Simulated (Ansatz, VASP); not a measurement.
# Cross-check of Te2Mo between VASP and Ansatz

Aim: how closely do two programs agree when they are given the same cell, functional and k mesh? The cell is taken from a series of VASP runs on this material, whose earlier steps may have relaxed, scaled or displaced it; both programs get it as it stands. Other levels of theory on this material are compared in a session of their own.

Program: Ansatz 0.2.0. Level of theory: plane waves, with VASP 6.6.1 beside it; band structure at PBE. Results are calculated unless marked as measured.

**1. Set-up**

It takes space group P6_3/mmc (No. 194, hexagonal). Conventional cell: a = 3.518 Å, b = 3.518 Å, c = 13.974 Å, α = 90.00°, β = 90.00°, γ = 120.00°. Te has 3 Mo at 2.70 Å nearest. Nearest to Mo lie 6 Te at 2.70 Å. Farther neighbours and most contacts between anions are not listed.

Structure file:

```
Te Mo
1.0
     3.51820    0.00000    0.00000
    -1.75910    3.04685    0.00000
     0.00000    0.00000   13.97360
Te Mo
4 2
Direct
  0.66667 0.33333 0.37780
  0.33333 0.66667 0.87780
  0.66667 0.33333 0.12220
  0.33333 0.66667 0.62220
  0.66667 0.33333 0.75000
  0.33333 0.66667 0.25000
```

**2. VASP: band structure, PBE**

Levels along a path test the potential and the projectors away from the mesh points.

Lines of VASP's logs that name or quote its potential files are left out, and so is its time.

The input, INCAR:

```
SYSTEM = Te2Mo
PREC = Accurate
ENCUT = 350
EDIFF = 1E-06
NELM = 100
ISMEAR = 0
SIGMA = 0.03
LREAL = .FALSE.
ALGO = Normal
GGA = PE
NBANDS = 42
LASPH = .TRUE.
LORBIT = 11
LWAVE = .FALSE.
LCHARG = .FALSE.
KPAR = 8
```

The input, POSCAR:

```
Te2Mo
1.0
    3.5182000000      0.0000000000      0.0000000000
   -1.7591000000      3.0468505756      0.0000000000
    0.0000000000      0.0000000000     13.9736000000
Te Mo
4 2
Direct
    0.6666666667      0.3333333333      0.3777982746
    0.3333333333      0.6666666667      0.8777982746
    0.6666666667      0.3333333333      0.1222017254
    0.3333333333      0.6666666667      0.6222017254
    0.6666666667      0.3333333333      0.7500000000
    0.3333333333      0.6666666667      0.2500000000
```

The input, KPOINTS:

```
Automatic mesh
0
Gamma
8 8 2
0 0 0
```

The input, KPOINTS_OPT:

```
Line mode
8
Line-mode
Reciprocal
  0.00000000   0.00000000   0.00000000 GAMMA
  0.50000000   0.00000000   0.00000000 M

  0.50000000   0.00000000   0.00000000 M
  0.33333333   0.33333333   0.00000000 K

  0.33333333   0.33333333   0.00000000 K
  0.00000000   0.00000000   0.00000000 GAMMA

  0.00000000   0.00000000   0.00000000 GAMMA
  0.00000000   0.00000000   0.50000000 A

  0.00000000   0.00000000   0.50000000 A
  0.50000000   0.00000000   0.50000000 L

  0.50000000   0.00000000   0.50000000 L
  0.33333333   0.33333333   0.50000000 H

  0.33333333   0.33333333   0.50000000 H
  0.00000000   0.00000000   0.50000000 A

  0.50000000   0.00000000   0.50000000 L
  0.50000000   0.00000000   0.00000000 M

  0.33333333   0.33333333   0.00000000 K
  0.33333333   0.33333333   0.50000000 H
```

Potentials, in the order of the species: Te and Mo_sv (PBE family, release 64).

The run is started by

```
$ mpirun -np 8 vasp_std
```

Numbers of over 12 decimals in the logs are rounded to 6 here.

The log of the run:

```text
[banner, memory and clock lines left out]
running    8 mpi-ranks, on    1 nodes
 distrk:  each k-point on    1 cores,    8 groups
 distr:  one band on    1 cores,    1 groups

 POSCAR found type information on POSCAR TeMo
 POSCAR found :  2 types and       6 ions
|                                                                             |
|           W    W    AA    RRRRR   N    N  II  N    N   GGGG   !!!           |
|           W    W   A  A   R    R  NN   N  II  NN   N  G    G  !!!           |
|           W    W  A    A  R    R  N N  N  II  N N  N  G       !!!           |
|           W WW W  AAAAAA  RRRRR   N  N N  II  N  N N  G  GGG   !            |
|           WW  WW  A    A  R   R   N   NN  II  N   NN  G    G                |
|           W    W  A    A  R    R  N    N  II  N    N   GGGG   !!!           |
|                                                                             |
|     For optimal performance we recommend to set                             |
|       NCORE = 2 up to number-of-cores-per-socket                            |
|     NCORE specifies how many cores store one orbital (NPAR=cpu/NCORE).      |
|     This setting can greatly improve the performance of VASP for DFT.       |
|     The default, NCORE=1 might be grossly inefficient on modern             |
|     multi-core architectures or massively parallel machines. Do your        |
|     Unfortunately you need to use the default for GW and RPA                |
|     calculations (for HF NCORE is supported but not extensively tested      |
|     yet).                                                                   |
|                                                                             |

 LDA part: xc-table for (Slater+PW92), standard interpolation
 POSCAR, INCAR and KPOINTS ok, starting setup
 FFT: planning ... GRIDC
 FFT: planning ... GRID_SOFT
 FFT: planning ... GRID
 WAVECAR not read
 entering main loop
       N       E                     dE             d eps       ncg     rms          rms(c)
DAV:   1     0.296322824411E+03    0.29632E+03   -0.22123E+04  1984   0.815E+02
DAV:   2    -0.221043195811E+02   -0.31843E+03   -0.30430E+03  2024   0.239E+02
DAV:   3    -0.369263038384E+02   -0.14822E+02   -0.14583E+02  1986   0.460E+01
DAV:   4    -0.371841047783E+02   -0.25780E+00   -0.25756E+00  1996   0.619E+00
DAV:   5    -0.371909222740E+02   -0.68175E-02   -0.68170E-02  2024   0.967E-01    0.220E+01
DAV:   6    -0.364258434617E+02    0.76508E+00   -0.44080E+00  1774   0.106E+01    0.906E+00
DAV:   7    -0.363903077001E+02    0.35536E-01   -0.32180E+00  1722   0.864E+00    0.608E+00
DAV:   8    -0.359559393581E+02    0.43437E+00   -0.77450E-01  1720   0.463E+00    0.206E+00
DAV:   9    -0.359639220293E+02   -0.79827E-02   -0.13177E-01  1962   0.142E+00    0.111E+00
DAV:  10    -0.359575718849E+02    0.63501E-02   -0.20457E-02  1796   0.753E-01    0.299E-01
DAV:  11    -0.359577261404E+02   -0.15426E-03   -0.12939E-03  2134   0.143E-01    0.128E-01
DAV:  12    -0.359576663233E+02    0.59817E-04   -0.14000E-04  1902   0.500E-02    0.114E-01
DAV:  13    -0.359576451360E+02    0.21187E-04   -0.14394E-04  1800   0.608E-02    0.108E-02
DAV:  14    -0.359576445212E+02    0.61486E-06   -0.63068E-06  1802   0.102E-02
   1 F= -.35957645E+02 E0= -.35957645E+02  d E =-.404786E-43
 Start KPOINTS_OPT (optional k-point list driver)
k-point batch [1-20\72]
       N       E                     dE             ncg
DAV:   1    -0.148200329972E+04   -0.24397E+05     2000
DAV:   2    -0.777431078293E+04   -0.62923E+04     2020
DAV:   3    -0.807327023307E+04   -0.29896E+03     2034
DAV:   4    -0.807859867724E+04   -0.53284E+01     1942
DAV:   5    -0.807874453851E+04   -0.14586E+00     2032
DAV:   6    -0.807874911898E+04   -0.45805E-02     1978
DAV:   7    -0.807874933641E+04   -0.21743E-03     2048
DAV:   8    -0.807874934730E+04   -0.10883E-04     1466
DAV:   9    -0.807874934786E+04   -0.56683E-06     1316
[...]
k-point batch [61-72\72]
       N       E                     dE             ncg
DAV:   1     0.564329878306E+04   -0.19531E+05     1200
DAV:   2     0.198674574266E+04   -0.36566E+04     1182
DAV:   3     0.180986319073E+04   -0.17688E+03     1176
DAV:   4     0.180686112694E+04   -0.30021E+01     1160
DAV:   5     0.180678735947E+04   -0.73767E-01     1106
DAV:   6     0.180678443801E+04   -0.29215E-02     1172
DAV:   7     0.180678430379E+04   -0.13422E-03     1128
DAV:   8     0.180678429733E+04   -0.64676E-05      914
DAV:   9     0.180678429702E+04   -0.30804E-06      664
```

Parts of OUTCAR (step 2):

```text
ion  position               nearest neighbor table
   1  0.667  0.333  0.378-   6 2.70   6 2.70   6 2.70   3 3.57
   2  0.333  0.667  0.878-   5 2.70   5 2.70   5 2.70   4 3.57
   3  0.667  0.333  0.122-   6 2.70   6 2.70   6 2.70   1 3.57
   4  0.333  0.667  0.622-   5 2.70   5 2.70   5 2.70   2 3.57
   5  0.667  0.333  0.750-   2 2.70   4 2.70   2 2.70   4 2.70   2 2.70   4 2.70
   6  0.333  0.667  0.250-   1 2.70   3 2.70   1 2.70   3 2.70   1 2.70   3 2.70

  LATTYP: Found a hexagonal cell.
 ALAT       =     3.5182000000
 C/A-ratio  =     3.9718037633

 Subroutine GETGRP returns: Found 24 space group operations
 (whereof 12 operations were pure point group operations)

The static configuration has the point symmetry D_3d.
 The point group associated with its full space group is D_6h.

 Found     20 irreducible k-points:

   k-points           NKPTS =     20   k-points in BZ     NKDIM =     20   number of bands    NBANDS=     42

   dimension x,y,z NGX =    24 NGY =   24 NGZ =   90
   dimension x,y,z NGXF=    48 NGYF=   48 NGZF=  180

   ENCUT  =  350.0 eV  25.72 Ry    5.07 a.u.   5.37  5.37 21.32*2*pi/ulx,y,z

   NELECT =      52.0000    total number of electrons

 k-points in reciprocal lattice and weights: Automatic mesh
   0.00000000  0.00000000  0.00000000       0.008
   0.12500000  0.00000000  0.00000000       0.047
   0.25000000  0.00000000  0.00000000       0.047
   0.37500000  0.00000000  0.00000000       0.047
   0.50000000  0.00000000  0.00000000       0.023
   0.12500000  0.12500000  0.00000000       0.047
   0.25000000  0.12500000  0.00000000       0.094
   0.37500000  0.12500000  0.00000000       0.094
   0.25000000  0.25000000  0.00000000       0.047
[...]
0.25000000  0.25000000  0.50000000       0.047
   0.37500000  0.25000000  0.50000000       0.047

 average (electrostatic) potential at core
       1 -86.1692       2 -86.1692       3 -86.1692       4 -86.1692       5 -73.3912
       6 -73.3912

 E-fermi :   8.4625

 k-point     1 :       0.0000    0.0000    0.0000
  band No.  band energies     occupation
    ...
     22       7.0812      2.00000
     23       7.0812      2.00000
     24       7.1211      2.00000
     25       7.8388      2.00000
     26       8.1763      2.00000
     27      11.0752      0.00000
     28      11.0752      0.00000
     29      11.1966      0.00000
     30      11.1966      0.00000
     31      11.3280      0.00000
    ...

 k-point     2 :       0.1250    0.0000    0.0000
  band No.  band energies     occupation
    ...
     22       6.8123      2.00000
     23       7.0225      2.00000
     24       7.1654      2.00000
     25       7.9315      2.00000
     26       8.0486      2.00000
     27      10.4500      0.00000
     28      10.4942      0.00000
     29      10.5184      0.00000
     30      10.5949      0.00000
     31      10.8488      0.00000
    ...

 k-point     3 :       0.2500    0.0000    0.0000
  band No.  band energies     occupation
    ...
     22       6.8630      2.00000
     23       6.9344      2.00000
     24       7.0633      2.00000
     25       7.2466      2.00000
     26       7.3553      2.00000
     27       9.3683      0.00000
     28       9.9614      0.00000
     29      10.0489      0.00000
     30      10.1129      0.00000
     31      10.3440      0.00000
    ...

  Total        2.8391845      2.8391845      4.5197842      0.0000000      0.0000000      0.0000000
  in kB       30.3685610     30.3685610     48.3446364      0.0000000      0.0000000      0.0000000
  external PRESSURE =      36.3605861 kB  Pullay stress =       0.0000000 kB

  energy-cutoff  :      350.00
  volume of cell :      149.79
      direct lattice vectors                 reciprocal lattice vectors
     3.518200000  0.000000000  0.000000000     0.284236257  0.164103880  0.000000000
    -1.759100000  3.046850576  0.000000000     0.000000000  0.328207759  0.000000000
     0.000000000  0.000000000 13.973600000     0.000000000  0.000000000  0.071563520

 POSITION                                       TOTAL-FORCE (eV/Angst)
 -----------------------------------------------------------------------------------
      1.75910      1.01562      5.27920        -0.000000     -0.000000      0.443592
     -0.00000      2.03123     12.26600         0.000000     -0.000000      0.443592
      1.75910      1.01562      1.70760        -0.000000     -0.000000     -0.443592
     -0.00000      2.03123      8.69440         0.000000     -0.000000     -0.443592
      1.75910      1.01562     10.48020         0.000000     -0.000000     -0.000000
     -0.00000      2.03123      3.49340        -0.000000      0.000000     -0.000000
 -----------------------------------------------------------------------------------
    total drift:                               -0.000000      0.000000     -0.000000

  FREE ENERGIE OF THE ION-ELECTRON SYSTEM (eV)
  ---------------------------------------------------
  free  energy   TOTEN  =       -35.9576445212 eV

  energy  without entropy=      -35.9576445212  energy(sigma->0) =      -35.95764452

 total charge
# of ion       s       p       d       tot
------------------------------------------
    1        1.386   1.985   0.066   3.437
    2        1.386   1.985   0.066   3.437
    3        1.386   1.985   0.066   3.437
    4        1.386   1.985   0.066   3.437
    5        2.259   6.151   4.005  12.415
    6        2.259   6.151   4.005  12.415
--------------------------------------------------
tot         10.062  20.244   8.274  38.579

[... 3 further parts left out ...]
```

The run ends at a pressure of 3.64 GPa, with forces up to 0.44 eV/Å.

(Continued in part 2 of 2.)

[Lines on the potential files, build, host, timing and source positions are cut from VASP's logs without a mark.]

[Logs are printed without paths, hosts, clocks, repeated set-up lines and the standing remarks that a program may print on its own settings, such as how far it seeks lower states.]

[Hosts, paths, dates, database ids (printed as entryN), source tags and the programs' standing remarks are cut or masked in the printed files.]
